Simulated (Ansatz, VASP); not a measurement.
# NaN in VASP and in Ansatz

```
CELL_PARAMETERS angstrom
3.28339 0.00000 0.00000
-1.64169 2.84350 0.00000
0.00000 0.00000 5.33395
ATOMIC_POSITIONS crystal
Na 0.33333 0.66667 0.00000
Na 0.66667 0.33333 0.50000
N 0.33333 0.66667 0.37500
N 0.66667 0.33333 0.87500
```

Change from the starting cell: species swapped into the GaN type (P6_3mc, No. 186).

Alike in both runs: task single point; functional PBE; k mesh 6 × 6 × 4; occupations gaussian, width 0.1 eV; no spin polarisation.

```csv
,VASP,Ansatz
version,VASP 6.6.1,Ansatz 0.2.0
potentials or method,"VASP PAW PBE potentials, release 64 (Na_pv, N)","scalar-relativistic, plane waves, PAW"
plane-wave cutoff (eV),520,420
valence electrons in the cell,24,28
```

|  | VASP | Ansatz | Ansatz less VASP |
| --- | --- | --- | --- |
| gap on the k mesh at the Fermi level (eV) | none | none | - |
| rms of the force components (eV/Å) | 0.075 | 0.073 | -0.0020 |

Atom by atom the forces differ by 0.002 eV/Å (rms over components). A gap of «none» marks a metal or a gap that the smearing closes. The two sets of potentials don't hold the same shells in valence.

Caveats: the k mesh is coarse (spacing up to 0.37 Å⁻¹), so the values aren't converged.
